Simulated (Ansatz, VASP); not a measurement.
# CsK15Br16 (a cell with a defect) in VASP and in Ansatz

File INCAR:

```
ALGO = Fast ; EDIFF = 1E-8
ENCUT = 520 ; GGA = PE
ISIF = 2 ; ISMEAR = -1
LASPH = T ; LCHARG = F
LEFG = T ; LREAL = Auto
LWAVE = F ; NBANDS = 150
NELM = 100 ; PREC = Accurate
SIGMA = 0.01
```

File KPOINTS:

```
k-points
0
Gamma
  2 2 2
```

File POSCAR:

```
CsK15Br16
1.0
    0.0000000000      8.0869980000      8.0869980000
    8.0869980000      0.0000000000      8.0869980000
    8.0869980000      8.0869980000      0.0000000000
Cs K Br
1 15 16
Direct
    0.0000000000      0.0000000000      0.0000000000
    0.5000000000      0.0000000000      0.0000000000
    0.0000000000      0.5000000000      0.0000000000
    0.0000000000      0.0000000000      0.5000000000
    0.2500000000      0.2500000000      0.2500000000
    0.5000000000      0.5000000000      0.0000000000
    0.5000000000      0.0000000000      0.5000000000
    0.7500000000      0.2500000000      0.2500000000
    0.0000000000      0.5000000000      0.5000000000
    0.2500000000      0.7500000000      0.2500000000
    0.2500000000      0.2500000000      0.7500000000
    0.5000000000      0.5000000000      0.5000000000
    0.7500000000      0.7500000000      0.2500000000
    0.7500000000      0.2500000000      0.7500000000
    0.2500000000      0.7500000000      0.7500000000
    0.7500000000      0.7500000000      0.7500000000
    0.1250000000      0.1250000000      0.1250000000
    0.6250000000      0.1250000000      0.1250000000
    0.1250000000      0.6250000000      0.1250000000
    0.1250000000      0.1250000000      0.6250000000
    0.3750000000      0.3750000000      0.3750000000
    0.6250000000      0.6250000000      0.1250000000
    0.6250000000      0.1250000000      0.6250000000
    0.8750000000      0.3750000000      0.3750000000
    0.1250000000      0.6250000000      0.6250000000
    0.3750000000      0.8750000000      0.3750000000
    0.3750000000      0.3750000000      0.8750000000
    0.6250000000      0.6250000000      0.6250000000
    0.8750000000      0.8750000000      0.3750000000
    0.8750000000      0.3750000000      0.8750000000
    0.3750000000      0.8750000000      0.8750000000
    0.8750000000      0.8750000000      0.8750000000
```

Input for Ansatz:

```yaml
crystal:
  lattice:
    - [0.0, 8.086998, 8.086998]
    - [8.086998, 0.0, 8.086998]
    - [8.086998, 8.086998, 0.0]
  atoms:
    - { symbol: Cs, position: [0.0, 0.0, 0.0] }
    - { symbol: K, position: [0.5, 0.0, 0.0] }
    - { symbol: K, position: [0.0, 0.5, 0.0] }
    - { symbol: K, position: [0.0, 0.0, 0.5] }
    - { symbol: K, position: [0.25, 0.25, 0.25] }
    - { symbol: K, position: [0.5, 0.5, 0.0] }
    - { symbol: K, position: [0.5, 0.0, 0.5] }
    - { symbol: K, position: [0.75, 0.25, 0.25] }
    - { symbol: K, position: [0.0, 0.5, 0.5] }
    - { symbol: K, position: [0.25, 0.75, 0.25] }
    - { symbol: K, position: [0.25, 0.25, 0.75] }
    - { symbol: K, position: [0.5, 0.5, 0.5] }
    - { symbol: K, position: [0.75, 0.75, 0.25] }
    - { symbol: K, position: [0.75, 0.25, 0.75] }
    - { symbol: K, position: [0.25, 0.75, 0.75] }
    - { symbol: K, position: [0.75, 0.75, 0.75] }
    - { symbol: Br, position: [0.125, 0.125, 0.125] }
    - { symbol: Br, position: [0.625, 0.125, 0.125] }
    - { symbol: Br, position: [0.125, 0.625, 0.125] }
    - { symbol: Br, position: [0.125, 0.125, 0.625] }
    - { symbol: Br, position: [0.375, 0.375, 0.375] }
    - { symbol: Br, position: [0.625, 0.625, 0.125] }
    - { symbol: Br, position: [0.625, 0.125, 0.625] }
    - { symbol: Br, position: [0.875, 0.375, 0.375] }
    - { symbol: Br, position: [0.125, 0.625, 0.625] }
    - { symbol: Br, position: [0.375, 0.875, 0.375] }
    - { symbol: Br, position: [0.375, 0.375, 0.875] }
    - { symbol: Br, position: [0.625, 0.625, 0.625] }
    - { symbol: Br, position: [0.875, 0.875, 0.375] }
    - { symbol: Br, position: [0.875, 0.375, 0.875] }
    - { symbol: Br, position: [0.375, 0.875, 0.875] }
    - { symbol: Br, position: [0.875, 0.875, 0.875] }
kpoints:
  mp_grid: { grid: [2, 2, 2] }
scf:
  occupations: { method: fermi_dirac, width: 0.01 }
hamiltonian:
  xc: pbe
  pseudopotentials: { kind: paw }
output:
  forces: true
  stress: true
  populations: true
  efg:
    quadrupole_moments_barn: { Cs: -0.00343, K: 0.0603, Br: 0.2579 }
    contact_densities: true
```

Alike in both runs: task electric field gradients; functional PBE; k mesh 2 × 2 × 2; occupations fermi-dirac, width 0.01 eV; no spin polarisation.

```csv
,VASP,Ansatz
version,VASP 6.6.1,Ansatz 0.2.0
potentials or method,"VASP PAW PBE potentials, release 64 (Cs_sv, K_sv, Br)","plane-wave PAW, scalar-relativistic"
plane-wave cutoff (eV),520,420
valence electrons in the cell,256,256
```

```tsv
	VASP	Ansatz	Ansatz less VASP
gap on the k mesh at the Fermi level (eV)	3.92	3.92	+0.001
pressure (GPa)	0.3	0.3	+0.01
rms of the force components (eV/Å)	0.069	0.068	-0.0008
Vzz of the field gradient on the site that differs most (V/Å²)	-19.0	-19.2	-0.18
```

Atom by atom the forces differ by 0.001 eV/Å (rms over components). With one functional, cell and mesh, what is left measures potentials, basis and numerics. Ansatz warned: «gradients_without_spin_orbit».

Caveats: spin-orbit coupling is left out, which moves the levels of the heavy elements.
